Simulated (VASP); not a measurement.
Level of theory: optB86b-vdW, VASP's PBE PAW potentials (set 64) (plane waves; VASP).

Input for VASP

### POSCAR
```
BaF2
1
    0.0000000000     3.1710223350     3.1710223350
    3.1710223350     0.0000000000     3.1710223350
    3.1710223350     3.1710223350     0.0000000000
Ba F
1 2
Direct
  0.0000000000   0.0000000000   0.0000000000
  0.2500000000   0.2500000000   0.2500000000
  0.7500000000   0.7500000000   0.7500000000
```

**INCAR**
```
SYSTEM  =  BaF2
PREC  =  Accurate; ENCUT  =  520; LREAL  =  F
LASPH  =  T
EDIFF  =  1E-7; NELM  =  100; ALGO  =  Normal
LMAXMIX  =  4
ISMEAR  =  0; SIGMA  =  0.05
GGA  =  MK; LUSE_VDW  =  T; AGGAC  =  0.0
PARAM1  =  0.1234; PARAM2  =  1.0
ISIF  =  2
LWAVE  =  F; LCHARG  =  F
```

### KPOINTS
```
Automatic mesh
0
G
 6 6 6
0 0 0
```

POTCAR, in this order: Ba_sv F (PBE.64 set). Program: vasp_std.

Estimate the energy per atom (σ→0), pressure.

```json
{
  "energy per atom (σ→0)": "-3.785 eV/atom",
  "pressure": "-2.98 GPa"
}
```

File OSZICAR:
```
...
DAV:   9    -0.113539637388E+02   -0.61217E-02   -0.10676E-02   608   0.760E-01    0.144E-01
DAV:  10    -0.113554957057E+02   -0.15320E-02   -0.24072E-03   528   0.383E-01    0.381E-02
DAV:  11    -0.113554913830E+02    0.43227E-05   -0.32266E-04   704   0.138E-01    0.176E-02
DAV:  12    -0.113554974827E+02   -0.60997E-05   -0.46170E-05   512   0.541E-02    0.225E-03
DAV:  13    -0.113554977199E+02   -0.23718E-06   -0.12314E-06   752   0.844E-03    0.169E-03
DAV:  14    -0.113554978659E+02   -0.14606E-06   -0.76472E-08   416   0.269E-03    0.175E-04
DAV:  15    -0.113554978716E+02   -0.56411E-08   -0.12349E-08   400   0.110E-03
   1 F= -.11355498E+02 E0= -.11355498E+02  d E =-.265169E-15
```

The compound is BaF2 in the fluorite structure. This cell is one point of a volume scan, at 1.06 of the reference volume.
